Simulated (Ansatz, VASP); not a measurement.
**Hg2C in two plane-wave programs**

Aim: how closely do two programs agree when they are given the same cell, functional and k mesh? The cell is generated by rule, not measured, and may not be a known phase. The two relaxations start from unlike cells of this crystal (the structure described is Ansatz's start), so only their ends are compared.

Calculated with Ansatz 0.2.0; plane waves, with VASP 6.6.1 beside it; relaxation of cell and atoms at PBE.

The structure was built from a prototype and need not be the compound's stable phase.

## Step 1: The starting structure

Symmetry: R3m, No. 160, trigonal system. Conventional cell: a = 4.288 Å, b = 4.288 Å, c = 10.503 Å, α = 90.00°, β = 90.00°, γ = 120.00°. C has 4 Hg at 2.16 to 2.51 Å nearest. Nearest to Hg lie 1 C at 2.16 Å. Nearest to Hg lie 3 C at 2.51 Å. Farther neighbours are not listed.

As a file:

```xyz
3
Lattice="0.0000 3.0319 3.0319 3.0319 0.0000 3.0319 3.0319 3.0319 0.0000" Properties=species:S:1:pos:R:3 pbc="T T T"
C     0.2598    2.7720    2.7720
Hg    1.5081    1.5237    1.5237
Hg    4.5400    4.5556    4.5556
```

## Step 2: VASP: relaxation of cell and atoms, PBE

The relaxed volume is the usual yardstick between codes: in a stiff, nearly cubic crystal its relative difference is about their pressure difference at one cell divided by the bulk modulus.

Lines of VASP's logs that name or quote its potential files are left out, and so is its time.

Input file INCAR:

```
SYSTEM = Hg2C
PREC = Accurate
ENCUT = 600
EDIFF = 1E-07
NELM = 120
ISMEAR = 1
SIGMA = 0.2
LREAL = .FALSE.
ALGO = Normal
GGA = PE
NBANDS = 20
LORBIT = 11
LWAVE = .FALSE.
LCHARG = .FALSE.
ISIF = 3
IBRION = 2
NSW = 80
EDIFFG = -0.005
LASPH = .TRUE.
GGA_COMPAT = .FALSE.
NELMIN = 4
KPAR = 2
```

Input file POSCAR:

```
Hg2C
1.0
   -0.8044983295      3.5923543679      3.5923543679
    2.7878560385      0.0000000000      2.7878560385
    2.7878560385      2.7878560385      0.0000000000
C Hg
1 2
Direct
    0.7668642248      0.0777119251      0.0777119251
    0.2826818221      0.2391060593      0.2391060593
    0.8296113529      0.7234629924      0.7234629924
```

Input file KPOINTS:

```
Automatic mesh
0
Gamma
12 12 12
0 0 0
```

The projector-augmented-wave data sets are C and Hg (PBE family, release 64).

Launch:

```
$ mpirun -np 2 vasp_std
```

Numbers of over 12 decimals in the logs are rounded to 6 here.

The program printed:

```text
[banner, memory and clock lines left out]
running    2 mpi-ranks, on    1 nodes
 distrk:  each k-point on    1 cores,    2 groups
 distr:  one band on    1 cores,    1 groups

 POSCAR found type information on POSCAR C Hg
 POSCAR found :  2 types and       3 ions
 LDA part: xc-table for (Slater+PW92), standard interpolation
 POSCAR, INCAR and KPOINTS ok, starting setup
 FFT: planning ... GRIDC
 FFT: planning ... GRID_SOFT
 FFT: planning ... GRID
 WAVECAR not read
 entering main loop
       N       E                     dE             d eps       ncg     rms          rms(c)
DAV:   1     0.219011924648E+03    0.21901E+03   -0.15426E+04  7560   0.149E+03
DAV:   2     0.186004491915E+01   -0.21715E+03   -0.20808E+03  8044   0.353E+02
DAV:   3    -0.672696611768E+01   -0.85870E+01   -0.84662E+01  8812   0.708E+01
DAV:   4    -0.680317638336E+01   -0.76210E-01   -0.76112E-01  7908   0.656E+00
DAV:   5    -0.680363664179E+01   -0.46026E-03   -0.46023E-03  8488   0.482E-01    0.121E+01
DAV:   6    -0.532238967452E+01    0.14812E+01   -0.75911E+00 10576   0.234E+01    0.746E+00
DAV:   7    -0.524050281471E+01    0.81887E-01   -0.86692E-01  7720   0.787E+00    0.500E+00
DAV:   8    -0.523827033731E+01    0.22325E-02   -0.18157E-01  8100   0.293E+00    0.631E-01
DAV:   9    -0.522645160324E+01    0.11819E-01   -0.36706E-02  9748   0.134E+00    0.179E-01
DAV:  10    -0.522663999081E+01   -0.18839E-03   -0.37558E-03  7656   0.389E-01    0.628E-02
DAV:  11    -0.522664896825E+01   -0.89774E-05   -0.92132E-05  8496   0.915E-02    0.248E-02
DAV:  12    -0.522665386045E+01   -0.48922E-05   -0.87330E-06  8008   0.284E-02    0.484E-03
DAV:  13    -0.522665438021E+01   -0.51976E-06   -0.12629E-06  8448   0.100E-02    0.278E-03
DAV:  14    -0.522665434095E+01    0.39258E-07   -0.14527E-07  5428   0.319E-03
   1 F= -.52266543E+01 E0= -.52263872E+01  d E =-.522665E+01
[... from here on, the cycles between the ionic steps are left out ...]
   2 F= -.52269505E+01 E0= -.52266445E+01  d E =-.296132E-03
   3 F= -.52270470E+01 E0= -.52266866E+01  d E =-.392652E-03
   4 F= -.52272281E+01 E0= -.52268399E+01  d E =-.181090E-03
   5 F= -.52276962E+01 E0= -.52272287E+01  d E =-.649180E-03
   6 F= -.52282876E+01 E0= -.52276818E+01  d E =-.124064E-02
   7 F= -.52279613E+01 E0= -.52271834E+01  d E =-.914328E-03
   8 F= -.52284268E+01 E0= -.52277477E+01  d E =-.137985E-02
   9 F= -.52288759E+01 E0= -.52281910E+01  d E =-.449007E-03
  10 F= -.52289134E+01 E0= -.52282261E+01  d E =-.486571E-03
  11 F= -.52290407E+01 E0= -.52283422E+01  d E =-.127275E-03
  12 F= -.52290690E+01 E0= -.52283623E+01  d E =-.155623E-03
  13 F= -.52291476E+01 E0= -.52284431E+01  d E =-.785175E-04
 trial-energy change:   -0.000079  1 .order   -0.000076   -0.000115   -0.000037
 step:   1.4836(harm=  1.5807)  dis= 0.00204  next Energy=    -5.229155 (dE=-0.858E-04)
 bond charge predicted
       N       E                     dE             d eps       ncg     rms          rms(c)
DAV:   1    -0.522926929385E+01   -0.12177E-03   -0.12763E-02  7596   0.832E-01    0.769E-02
DAV:   2    -0.522916839511E+01    0.10090E-03   -0.32252E-04  8384   0.207E-01    0.297E-02
DAV:   3    -0.522915800457E+01    0.10391E-04   -0.24069E-05  8208   0.386E-02    0.246E-02
DAV:   4    -0.522915618723E+01    0.18173E-05   -0.33956E-06  7928   0.156E-02    0.560E-03
DAV:   5    -0.522915633181E+01   -0.14458E-06   -0.53415E-07  8124   0.788E-03    0.173E-03
DAV:   6    -0.522915641202E+01   -0.80211E-07   -0.53979E-08  3812   0.225E-03
  14 F= -.52291564E+01 E0= -.52284528E+01  d E =-.873705E-04
 curvature:  -2.02 expect dE=-0.661E-05 dE for cont linesearch -0.198E-06
 trial: gam=-0.08572 g(F)=  0.137E-05 g(S)=  0.191E-05 ort = 0.529E-05 (trialstep = 0.115E+01)
 search vector abs. value=  0.447E-05
 reached required accuracy - stopping structural energy minimisation
```

OUTCAR, selected parts (step 2):

```text
ion  position               nearest neighbor table
   1  0.767  0.078  0.078-   2 2.23   3 2.29   3 2.29   3 2.29
   2  0.283  0.239  0.239-   1 2.23   3 3.09   3 3.09   3 3.09   3 3.40   3 3.40   3 3.40
   3  0.830  0.723  0.723-   1 2.29   1 2.29   1 2.29   2 3.09   2 3.09   2 3.09   2 3.40   2 3.40
                             2 3.40

  LATTYP: Found a trigonal (rhomboedric) cell.
 ALAT       =     5.1436599199
 COS(alpha) =     0.7062376097

 Subroutine GETGRP returns: Found  6 space group operations
 (whereof  6 operations were pure point group operations)

The static configuration has the point symmetry C_3v.

 Found    189 irreducible k-points:

   k-points           NKPTS =    189   k-points in BZ     NKDIM =    189   number of bands    NBANDS=     20

   dimension x,y,z NGX =    42 NGY =   32 NGZ =   32
   dimension x,y,z NGXF=    84 NGYF=   64 NGZF=   64

   ENCUT  =  600.0 eV  44.10 Ry    6.64 a.u.  10.27  7.87  7.87*2*pi/ulx,y,z

   NELECT =      28.0000    total number of electrons

 k-points in reciprocal lattice and weights: Automatic mesh
   0.00000000  0.00000000  0.00000000       0.001
   0.08333333  0.00000000  0.00000000       0.001
   0.16666667  0.00000000  0.00000000       0.001
   0.25000000  0.00000000  0.00000000       0.001
   0.33333333  0.00000000  0.00000000       0.001
   0.41666667  0.00000000  0.00000000       0.001
   0.50000000  0.00000000  0.00000000       0.001
   0.00000000  0.08333333  0.00000000       0.003
   0.08333333  0.08333333  0.00000000       0.003
[...]
0.08333333 -0.33333333  0.33333333       0.007
   0.16666667 -0.33333333  0.33333333       0.003

 average (electrostatic) potential at core
       1 -53.4238       2 -41.2202       3 -41.2666

 E-fermi :   2.2855

 k-point     1 :       0.0000    0.0000    0.0000
  band No.  band energies     occupation
    ...
      9      -4.2271      2.00000
     10      -3.7941      2.00000
     11      -3.7941      2.00000
     12      -0.6521      2.00000
     13      -0.2070      2.00000
     14       3.2427     -0.00000
     15       3.2427     -0.00000
     16       4.7143     -0.00000
     17       8.0749      0.00000
     18       9.8375      0.00000
    ...

 k-point     2 :       0.0833    0.0000    0.0000
  band No.  band energies     occupation
    ...
      9      -4.2393      2.00000
     10      -3.8228      2.00000
     11      -3.8228      2.00000
     12      -1.2937      2.00000
     13       0.4583      2.00000
     14       3.2534     -0.00000
     15       3.2534     -0.00000
     16       4.7234     -0.00000
     17       8.1503      0.00000
     18       9.8327      0.00000
    ...

 k-point     3 :       0.1667    0.0000    0.0000
  band No.  band energies     occupation
    ...
      9      -4.2746      2.00000
     10      -3.9037      2.00000
     11      -3.9037      2.00000
     12      -2.0551      2.00000
     13       1.2815      2.00000
     14       3.2820     -0.00000
     15       3.2820     -0.00000
     16       4.7422     -0.00000
     17       8.3824      0.00000
     18       9.8186      0.00000
    ...

  Total       -0.0061961     -0.0061961     -0.0061961     -0.0007860      0.0007860     -0.0007860
  in kB       -0.1587476     -0.1587476     -0.1587476     -0.0201369      0.0201369     -0.0201369
  external PRESSURE =      -0.1587476 kB  Pullay stress =       0.0000000 kB

  energy-cutoff  :      600.00
  volume of cell :       62.53
      direct lattice vectors                 reciprocal lattice vectors
    -0.900343874  3.658862865  3.658862865    -0.121683077  0.121683077  0.121683077
     2.758518991 -0.000000000  2.758518991     0.161398814 -0.161398814  0.201114550
     2.758518991  2.758518991 -0.000000000     0.161398814  0.201114550 -0.161398814

 POSITION                                       TOTAL-FORCE (eV/Angst)
 -----------------------------------------------------------------------------------
     -0.24415      3.00267      3.00267         0.001170     -0.001170     -0.001170
      1.05173      1.70679      1.70679        -0.002506      0.002506      0.002506
      3.23981      5.03575      5.03575         0.001337     -0.001337     -0.001337
 -----------------------------------------------------------------------------------
    total drift:                               -0.000015     -0.000279     -0.000279

  FREE ENERGIE OF THE ION-ELECTRON SYSTEM (eV)
  ---------------------------------------------------
  free  energy   TOTEN  =        -5.2291564120 eV

  energy  without entropy=       -5.2270455268  energy(sigma->0) =       -5.22845278

 reached required accuracy - stopping structural energy minimisation

 total charge
# of ion       s       p       d       tot
------------------------------------------
    1        0.937   1.216   0.000   2.152
    2        0.874   0.234   9.334  10.441
    3        0.791   0.471   9.279  10.541
--------------------------------------------------
tot          2.601   1.921  18.613  23.135

[... 3 further parts left out ...]
```

The run keeps the 6 symmetry operations of its start, so it cannot find a distortion of lower symmetry.

## Step 3: Ansatz: relaxation of cell and atoms, PBE

Ansatz runs on its default PAW (the set named soft_2) files.

Its own start cell and the same functional, mesh and smearing now go to Ansatz, which takes its cutoff from its data sets.

Input file input.yaml:

```yaml
crystal:
  lattice:
    - [0.0, 3.0318533739, 3.0318533739]
    - [3.0318533739, 0.0, 3.0318533739]
    - [3.0318533739, 3.0318533739, 0.0]
  atoms:
    - { symbol: C, position: [-0.1285390102, 0.0428463367, 0.0428463367] }
    - { symbol: Hg, position: [0.2538483141, 0.2487172286, 0.2487172286] }
    - { symbol: Hg, position: [0.7538483141, 0.7487172286, 0.7487172286] }
kpoints:
  mp_grid: { grid: [12, 12, 12] }
hamiltonian:
  xc: pbe
scf:
  occupations: { method: methfessel_paxton, width: 0.2 }
output:
  forces: true
  stress: true
  eigenvalues: true
relax:
  adjacent_minimum: "off"
  f_tol: 0.002
  max_steps: 120
  cell: { stress_tol: 0.03 }
```

Launch:

```
$ ansatz run input.yaml --threads 4 --pin off --max-ram 7168MiB --backend cpu --events-out ev --progress --plain --runs-dir out
```

The program printed:

```text
Engine: ansatz 0.2.0, aarch64-unknown-linux-gnu
Pseudopotentials: kind: paw
Pseudopotential: C, paw, valence charge 4, recommended cutoff 420 eV (normal), C.paw.azcp
Pseudopotential: Hg, paw, valence charge 20, recommended cutoff 420 eV (normal), Hg.paw.azcp
Functional definition: PBE
  parameter kappa = 0.804
  parameter beta = 0.066725
  exchange = pbe_x(kappa = kappa, mu = beta*pi^2/3)
  correlation = pbe_c(beta = beta)
Crystal: 3 atoms, lattice volume = 55.738 Å³
Basis set: ecut = 420 eV, 1067 PW (Γ), exchange–correlation on 60×60×60 points (8 copies of the dense FFT grid, shifted against one another)
Bands: 27, of which v1, the nominal top of the filled ones, is band 22 counted from 1 (21 counted from 0)
Symmetry: 6 space group operations
Space group: R3m (ITA 160), of the structure as read, at distance tolerance 3.8e-5 Å
k-points: 189 of 1728 (time reversal used)
Non-local potential: C, projectors of the file, l = 0: 2, l = 1: 2, l = 2: 1
Non-local potential: Hg, projectors of the file, l = 0: 3, l = 1: 2, l = 2: 2, l = 3: 1
PAW form: soft (Blöchl's): semilocal exchange-correlation on the pseudo side does not see the compensation charge
PAW one-centre angular grid: C, 110 points (default); XC on 64 Gauss nodes
PAW one-centre angular grid: Hg, 590 points (default); XC on 64 Gauss nodes
Initial density: superposition of atomic densities (neutral atoms: chi_scale 0, normalization atom), corrected by the library's trained network
Initial wavefunctions: pseudopotential atomic-orbital guess
Functional: x = pbe(κ = 0.804, μ = 0.219515), c = pbe(β = 0.066725)
SCF iter   1: F=—  HF=-27873.123432 eV  |F-HF|=—  |Δ(HF+E_count)|=         —  Δρ=2.96e-3  dr2=5.19e-3  ethr=1.77e-3  ⟨swp⟩=5.0  Hψ=18356  notcnv=0
preconditioner: auto → Kerker (q_TF=auto, 2.623 Å⁻¹)  [metal: Δε(μ)=0.003 eV  Ē_g=10.611 eV  σ=0.200 eV  W_gap=0.01  n_scr=14 (ndim 8)  ℏωp=26.3 eV  f_vac=0.043  D(μ)=0.57/eV (n_scr^D=0)]
SCF iter   2: F=—  HF=-27873.124452 eV  |F-HF|=—  |Δ(HF+E_count)|=   1.02e-3  S|Δr|=    0.00e0  Δρ=1.66e-3  dr2=1.61e-3  ethr=1.18e-5  ⟨swp⟩=2.1  Hψ=9092  notcnv=0
SCF iter   3: F=—  HF=-27873.124337 eV  |F-HF|=—  |Δ(HF+E_count)|=   1.14e-4  S|Δr|=    0.00e0  Δρ=4.15e-4  dr2=1.69e-4  ethr=3.65e-6  ⟨swp⟩=2.6  Hψ=7562  notcnv=0
SCF iter   4: F=—  HF=-27873.124323 eV  |F-HF|=—  |Δ(HF+E_count)|=   1.41e-5  S|Δr|=    0.00e0  Δρ=1.60e-4  dr2=2.18e-5  ethr=3.84e-7  ⟨swp⟩=2.3  Hψ=6399  notcnv=0
SCF iter   5: F=—  HF=-27873.124334 eV  |F-HF|=—  |Δ(HF+E_count)|=   1.09e-5  S|Δr|=    0.00e0  Δρ=4.88e-5  dr2=1.67e-6  ethr=4.96e-8  ⟨swp⟩=2.2  Hψ=7315  notcnv=0
SCF iter   6: F=—  HF=-27873.124334 eV  |F-HF|=—  |Δ(HF+E_count)|=   5.50e-7  S|Δr|=    0.00e0  Δρ=1.78e-5  dr2=2.66e-7  ethr=3.79e-9  ⟨swp⟩=2.1  Hψ=7763  notcnv=0
SCF iter   7: F=-27873.124335 eV  HF=-27873.124335 eV  |F-HF|=1.37e-8  |Δ(HF+E_count)|=   1.30e-7  S|Δr|=    0.00e0  Δρ=5.05e-6  dr2=1.72e-8  ethr=2.27e-10  ⟨swp⟩=5.7  Hψ=19848  notcnv=0
SCF 1 converged in 7 iterations: F = -27873.124335 eV  dr2 = 1.72e-8
  greatest PAW one-centre occupation: 1.000 electrons in one spin orbital (limit 2), on the Hg atom at site 1 (counted from 0), in its partial waves of l = 0
relax step   1: F+E_penalty+E_count = -27873.12433464 eV  Δ(F+E_penalty+E_count) = +0.000e0 eV  max|allowed force component| = 4.978e-1 eV/Å  Δτ_max = 0.0000 Å  P = +3.307 GPa  Ω = 55.738 Å³  (7 SCF iters, dr2 threshold 1.00e-7 eV, accepted)
[...]
relax step  16: F+E_penalty+E_count = -27873.55316656 eV  Δ(F+E_penalty+E_count) = -1.300e-3 eV  max|allowed force component| = 6.018e-3 eV/Å  Δτ_max = 0.0118 Å  P = +0.124 GPa  Ω = 61.651 Å³  energy of the carried Pulay correction = -6.618e-5 eV  (5 SCF iters, dr2 threshold 2.89e-7 eV, accepted)
[...]
relax step  17: F+E_penalty+E_count = -27873.55336506 eV  Δ(F+E_penalty+E_count) = -1.985e-4 eV  max|allowed force component| = 3.336e-3 eV/Å  Δτ_max = 0.0065 Å  P = +0.010 GPa  Ω = 61.887 Å³  energy of the carried Pulay correction = -2.280e-4 eV  (5 SCF iters, dr2 threshold 1.76e-7 eV, accepted)
[...]
relax step  18: F+E_penalty+E_count = -27873.55336505 eV  Δ(F+E_penalty+E_count) = +5.690e-9 eV  max|allowed force component| = 5.238e-4 eV/Å  Δτ_max = 0.0011 Å  P = -0.003 GPa  Ω = 61.894 Å³  energy of the carried Pulay correction = -2.341e-4 eV  (6 SCF iters, dr2 threshold 6.95e-10 eV, accepted)
[...]
relax step  19: F+E_penalty+E_count = -27873.55365625 eV  Δ(F+E_penalty+E_count) = -2.912e-4 eV  max|allowed force component| = 8.945e-4 eV/Å  Δτ_max = 0.0000 Å  P = -0.005 GPa  Ω = 61.894 Å³  stress off target by 6.80e-3 GPa  SCF on the basis re-selected at this cell (its energy is not comparable with the rows above)  (6 SCF iters)
basis re-selected at this cell: Δ(F+E_penalty+E_count) = -2.912e-4 eV, ΔP = -0.002 GPa vs the last step (what re-selecting the basis moved, of the pressure what is left beyond the Pulay correction that the steps carried, after the strain that the cell walked since its last selection, with what the two solves' SCF thresholds leave and, on support functions, any second-order correction that the steps lacked; it is no m [...]
SCF converged after 6 iterations
Stability not checked: this state was not tested for a lower state beside it, because cold or Methfessel-Paxton smearing, or corrected tetrahedra, fill the levels in a way that the test cannot read (fill_not_monotonic; see scf.lower_state_search)
Free energy (F): -27873.553656 eV
Harris-Foulkes:  -27873.553656 eV  (|F-HF|=1.82e-11)
Internal energy: -27873.551614 eV  (E = F + TS)
E sigma→0 (E₀):  -27873.553146 eV
Entropy (-TS):   -0.002042 eV (-0.681 meV/atom)
Fermi energy:    11.921059 eV
--- Per-component energies (eV) ---
  E_band       = -873.895106
  E_kinetic    = 1286.876227
  E_local      = -5752.617886  (includes V_loc(G=0)·N_el)
  E_nonlocal   = 170.881594
  E_hartree    = 2444.226336
  E_xc         = -486.825227
  E_vxc        = -581.378206  (∫ρ·V_xc dr)
  E_paw        = -19985.597972  (= ΣΔE_a)
  E_vpaw       = -886.111302  (= ΣTr[D̂ρ^β])
  E_aug_tail   = 0.001897  (compensation charges beyond the density's cutoff)
  E_ewald      = -5550.496584
  E_smearing   = -0.002042  (= −TS)
  E_closure    = 0.000000  (closes the sum)
  Σ components = -27873.553656   (vs F -27873.553656, Δ=0.00e0)
--- Forces (eV/Å), atoms counted from 1 ---
  atom   1  C      0.00089459    -0.00089459    -0.00089459
  atom   2  Hg    -0.00081481     0.00081481     0.00081481
  atom   3  Hg    -0.00007962     0.00007962     0.00007962
  max |Σ_I F_I| component: 1.58e-7 eV/Å
--- Stress (GPa, compression-positive) ---
       -0.004835      -0.001966      -0.001966
       -0.001966      -0.004835       0.001966
       -0.001966       0.001966      -0.004835
  P = ⅓ Tr σ = -0.0048 GPa (-0.048 kbar)
--- Band table (eV; the first three rows and the last of 189) ---
  k-point 0: bands = [... 18 lower, 5.8307, 8.9368, 9.4106, 12.9001, 12.9001, 14.4112, 17.7021, 19.5514, ... 1 higher]
  k-point 1: bands = [... 18 lower, 5.8032, 8.9120, 9.5916, 12.3421, 12.7846, 14.8822, 17.5596, 19.0189, ... 1 higher]
  k-point 2: bands = [... 18 lower, 5.7248, 8.8938, 9.9425, 11.4212, 12.4801, 15.5918, 17.0922, 18.2391, ... 1 higher]
  k-point 188: bands = [... 18 lower, 5.3071, 5.5015, 12.9455, 13.0673, 13.0673, 14.2864, 19.4670, 19.4670, ... 1 higher]
--- Relaxed structure (16 steps of the walk, 16 accepted, 3 SCFs on fresh bases) ---
  F+E_penalty+E_count = -27873.55365625 eV   max|allowed force component| = 8.945e-4 eV/Å   (the final SCF, on the basis selected at the relaxed cell)
  cell:  # Å, volume = 61.8945 Å³
    - [-0.910395, 3.654525, 3.654525]
    - [2.744130, 0.0, 2.744130]
    - [2.744130, 2.744130, 0.0]
  atoms:
    - { symbol: C, position: [-0.241424, 0.080475, 0.080475] }
    - { symbol: Hg, position: [0.288147, 0.237284, 0.237284] }
    - { symbol: Hg, position: [0.832435, 0.722522, 0.722522] }
```

Reading the cycles: dr2 is the Hartree energy of the density residual (eV), the measure of convergence; HF is the Harris–Foulkes estimate of the energy, which meets the free energy F at convergence.

## Step 4: Differences

Known differences besides the potentials themselves: the data sets hold 44 valence electrons in Ansatz (on its default PAW (the set named soft_2) files) and 28 in VASP; the cutoff is 420 eV in Ansatz and 600 eV in VASP; Ansatz adds a Pulay correction to the stress that steers its cell, VASP none. Total energies have different zeros and are not compared.

Compared:

```csv
quantity,Ansatz,VASP,difference
volume (Å³),61.89,62.53,-1.02 %
"edge a after relaxation, in the typed setting (Å)",5.248,5.252,-0.08 %
"edge b after relaxation, in the typed setting (Å)",3.881,3.901,-0.52 %
```

## Step 5: Outcome

| Quantity | Value |
| --- | --- |
| difference in volume (relaxation of cell and atoms, PBE) | -1.0 % |

In words: The difference in volume is -1.0 % (relaxation of cell and atoms, PBE), within the 1.2 % picked in this series as the mark of a large difference, as far as the stopping tolerances let one tell. The data sets hold unlike numbers of valence electrons (44 in Ansatz and 28 in VASP), so part of the differences comes from the potentials. How closely two codes agree says nothing of how well the functional describes the real material.

[Lines on the potential files, build, host, timing and source positions are cut from VASP's logs without a mark.]

[Logs are printed without paths, hosts, clocks, repeated set-up lines and the standing remarks that a program may print on its own settings, such as how far it seeks lower states.]

[Hosts, paths, dates, database ids (printed as entryN), source tags and the programs' standing remarks are cut or masked in the printed files.]
